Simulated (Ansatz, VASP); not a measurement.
# Ga12Sb5As7 (generalised stacking fault on (111) (shuffle set) of a GaAs-GaSb solid solution) in two plane-wave programs, part 2 of 2

Aim: how closely do two programs agree when they are given the same cell, functional and k mesh?  The structure shown is the end of the Ansatz relaxation below.

VASP 6.6.1 and Ansatz 0.2.0.

So far: Starting point; Ansatz: relaxation, PBE.

## (3) VASP: single point, PBE

Level of this step: PBE; plane waves and PAW (Ga_d, Sb, As) (VASP).

The same cell, functional, mesh and smearing now go to VASP, with its own data sets and cutoff.

Lines of VASP's logs that name or quote its potential files are left out, and so is its time.

File INCAR:

```
SYSTEM = Ga12Sb5As7
PREC = Accurate
ENCUT = 400
EDIFF = 1E-05
NELM = 100
ISMEAR = -1
SIGMA = 0.025
LREAL = Auto
ALGO = Fast
GGA = PE
NBANDS = 256
LORBIT = 11
LWAVE = .FALSE.
LCHARG = .FALSE.
NCORE = 8
ISIF = 2
```

File POSCAR:

```
Ga12Sb5As7
1.0
    8.2665000000      0.0000000000      0.0000000000
    0.0000000000      7.1590000000      0.0000000000
    0.6888500000      0.0000000000     20.2487100000
Ga Sb As
24 10 14
Direct
    0.6736700000      0.4994900000      0.9368500000
    0.7407700000      0.8300000000      0.1098600000
    0.1720200000      0.4995400000      0.9473300000
    0.2412600000      0.8292800000      0.1085400000
    0.4206000000      0.9995600000      0.9514300000
    0.4919600000      0.3333200000      0.1098200000
    0.4760200000      0.6659300000      0.2737800000
    0.7301900000      0.1679300000      0.2593200000
    0.7116900000      0.4997800000      0.4309700000
    0.7032600000      0.8345700000      0.5980500000
    0.9240900000      0.9994400000      0.9368000000
    0.9894500000      0.3345200000      0.1092000000
    0.9799600000      0.6683000000      0.2598600000
    0.2243800000      0.1645400000      0.2734100000
    0.2132200000      0.5001000000      0.4416600000
    0.2004900000      0.8358000000      0.6059400000
    0.4637900000      0.9994200000      0.4395500000
    0.4493600000      0.3327700000      0.6046700000
    0.4345600000      0.6669200000      0.7662400000
    0.6870000000      0.1680200000      0.7660100000
    0.9631500000      0.9978200000      0.4308900000
    0.9512800000      0.3333300000      0.6088800000
    0.9376900000      0.6672200000      0.7753700000
    0.1860300000      0.1666200000      0.7633000000
    0.7444700000      0.4992000000      0.0605200000
    0.7188400000      0.1663300000      0.3874800000
    0.7048500000      0.4992500000      0.5583500000
    0.6888500000      0.8341700000      0.7247000000
    0.9948000000      0.0007800000      0.0614100000
    0.9676100000      0.6674800000      0.3882500000
    0.4255300000      0.6674600000      0.8961200000
    0.6747000000      0.1666400000      0.8944600000
    0.9528300000      0.0022000000      0.5580200000
    0.1772300000      0.1641600000      0.8943100000
    0.7295800000      0.8338800000      0.2298900000
    0.2451200000      0.4992000000      0.0673900000
    0.2307700000      0.8340000000      0.2303600000
    0.4946100000      0.9992500000      0.0697400000
    0.4816700000      0.3356000000      0.2312900000
    0.4662000000      0.6647800000      0.3977800000
    0.9809700000      0.3338200000      0.2292400000
    0.2188400000      0.1673400000      0.3975100000
    0.2035800000      0.5007800000      0.5659500000
    0.1896700000      0.8316800000      0.7287800000
    0.4524100000      0.0001900000      0.5633800000
    0.4398500000      0.3331100000      0.7268800000
    0.9381200000      0.3314100000      0.7306500000
    0.9227300000      0.6654300000      0.8992700000
```

File KPOINTS:

```
Automatic mesh
0
Gamma
2 2 1
0 0 0
```

Potentials, in the order of the species: Ga_d, Sb and As (PBE family, release 64).

On the command line:

```bash
$ mpirun -np 8 vasp_std
```

Numbers of over 12 decimals in the logs are rounded to 6 here.

What it wrote:

```text
[banner, memory and clock lines left out]
running    8 mpi-ranks, on    1 nodes
[...]
|                                                                             |
|           W    W    AA    RRRRR   N    N  II  N    N   GGGG   !!!           |
|           W    W   A  A   R    R  NN   N  II  NN   N  G    G  !!!           |
|           W    W  A    A  R    R  N N  N  II  N N  N  G       !!!           |
|           W WW W  AAAAAA  RRRRR   N  N N  II  N  N N  G  GGG   !            |
|           WW  WW  A    A  R   R   N   NN  II  N   NN  G    G                |
|           W    W  A    A  R    R  N    N  II  N    N   GGGG   !!!           |
|                                                                             |
|     For optimal performance we recommend to set                             |
|       NCORE = 2 up to number-of-cores-per-socket                            |
|     NCORE specifies how many cores store one orbital (NPAR=cpu/NCORE).      |
|     This setting can greatly improve the performance of VASP for DFT.       |
|     The default, NCORE=1 might be grossly inefficient on modern             |
|     multi-core architectures or massively parallel machines. Do your        |
|     Unfortunately you need to use the default for GW and RPA                |
|     calculations (for HF NCORE is supported but not extensively tested      |
|     yet).                                                                   |
|                                                                             |

 LDA part: xc-table for (Slater+PW92), standard interpolation
 POSCAR, INCAR and KPOINTS ok, starting setup
[...]
entering main loop
       N       E                     dE             d eps       ncg     rms          rms(c)
DAV:   1     0.453031044338E+04    0.45303E+04   -0.14860E+05  2048   0.196E+03
DAV:   2     0.728917256638E+03   -0.38014E+04   -0.37128E+04  2248   0.555E+02
DAV:   3    -0.772304738583E+02   -0.80615E+03   -0.73537E+03  2336   0.192E+02
DAV:   4    -0.183160302480E+03   -0.10593E+03   -0.10292E+03  2584   0.621E+01
[...]
RMM:  13    -0.185152809525E+03   -0.85352E-04   -0.65570E-04  2900   0.456E-02    0.144E-02
RMM:  14    -0.185152841865E+03   -0.32340E-04   -0.28031E-04  2563   0.273E-02    0.603E-03
RMM:  15    -0.185152851593E+03   -0.97279E-05   -0.85214E-05  1824   0.158E-02
   1 F= -.18515285E+03 E0= -.18514716E+03  d E =-.113738E-01
```

From OUTCAR (step 3):

```text
  Total       28.2320395     22.8286626     22.3388970      1.0539030      0.3213034     -6.5185321
  in kB       37.7469132     30.5224688     29.8676405      1.4090936      0.4295903     -8.7154336
  external PRESSURE =      32.7123408 kB  Pullay stress =       0.0000000 kB

 POSITION                                       TOTAL-FORCE (eV/Angst)
 -----------------------------------------------------------------------------------
      6.21424      3.57585     18.97000         0.699421      0.287506      0.005701
      6.19925      5.94197      2.22452        -0.510884      0.314958     -0.001396
      2.07457      3.57621     19.18221        -0.392060      0.105663     -0.002990
      2.06914      5.93682      2.19779         0.720466     -0.298366     -0.001586
      4.13228      7.15585     19.26523         0.333340     -0.016234     -0.004821
      4.14244      2.38624      2.22371        -0.675229     -0.452134     -0.001780
      4.12361      4.76739      5.54369         0.003135      0.038099      0.000432
      6.21475      1.20221      5.25090        -0.134325     -0.075740      0.003675
      6.18006      3.57793      8.72659        -0.490858      0.305380      0.003911
      6.22547      5.97469     12.10974        -1.111852      0.247269      0.003902
      8.28430      7.15499     18.96899        -0.160036     -0.954779      0.006267
      8.25451      2.39483      2.21116         0.955172      0.207201     -0.001705
      8.27984      4.78436      5.26183        -0.092471     -0.067945      0.003315
      2.04318      1.17794      5.53620         0.256758      0.103586     -0.000216
[...]
-----------------------------------------------------------------------------------
    total drift:                               -0.047166      0.013866     -0.000110

  FREE ENERGIE OF THE ION-ELECTRON SYSTEM (eV)
  ---------------------------------------------------
  free  energy   TOTEN  =      -185.1528515929 eV

  energy  without entropy=     -185.1414777546  energy(sigma->0) =     -185.14716467

[... 3 further parts left out ...]
[key lines of the parts left out:]
E-fermi :   4.5535
```

The run ends at a pressure of 3.27 GPa, with forces up to 1.1 eV/Å.

## (4) Differences

Known differences besides the PAW data sets themselves: the data sets hold 672 valence electrons in Ansatz (default PAW (the set named soft_2) files) and 432 in VASP; the cutoff is 420 eV in Ansatz and 400 eV in VASP (PREC = Accurate, projectors in real space); VASP leaves aspherical gradient terms in its spheres out (LASPH is not set), Ansatz keeps them. Total energies have different zeros and are not compared.

The two programs side by side:

| quantity | Ansatz | VASP | difference |
| --- | --- | --- | --- |
| gap on the k mesh (eV) | 0.107 | 0.109 | -0.002 |

Forces on 10 of the 48 atoms, picked by the larger force of the two programs (eV/Å; atoms numbered as in POSCAR):

| atom | Ansatz x, y, z | VASP x, y, z |
| --- | --- | --- |
| Ga1 | 0.694, 0.289, -0.001 | 0.699, 0.288, 0.006 |
| Ga4 | 0.719, -0.297, 0.001 | 0.720, -0.298, -0.002 |
| Ga6 | -0.668, -0.449, 0.000 | -0.675, -0.452, -0.002 |
| Ga10 | -1.107, 0.247, 0.001 | -1.112, 0.247, 0.004 |
| Ga11 | -0.162, -0.949, -0.001 | -0.160, -0.955, 0.006 |
| Ga12 | 0.950, 0.207, 0.002 | 0.955, 0.207, -0.002 |
| Ga16 | 0.537, -0.546, 0.000 | 0.539, -0.547, 0.000 |
| Ga19 | -0.718, -0.492, 0.000 | -0.720, -0.496, 0.005 |
| Ga20 | -0.215, 0.737, 0.000 | -0.218, 0.740, 0.003 |
| Ga21 | 0.886, 0.654, -0.001 | 0.892, 0.657, 0.006 |

The forces differ by 4.9 meV/Å r.m.s., which is 1.5 % of the r.m.s. force of 0.33 eV/Å (both taken over all components).

## (5) Outcome

| Item | Value |
| --- | --- |
| r.m.s. force difference (single point, PBE) | 1.5 % of the r.m.s. force |

**Reading.** The r.m.s. force difference is 1.5 % of the r.m.s. force (single point, PBE), within the 3 % picked in this series as the mark of a large difference. Differences of this kind measure data sets and numerical settings, not the functional's error against experiment.

[Lines on the potential files, build, host, timing and source positions are cut from VASP's logs without a mark.]

[Logs are printed without paths, hosts, clocks, repeated set-up lines and the standing remarks that a program may print on its own settings, such as how far it seeks lower states.]

[Hosts, paths, dates, database ids (printed as entryN), source tags and the programs' standing remarks are cut or masked in the printed files.]
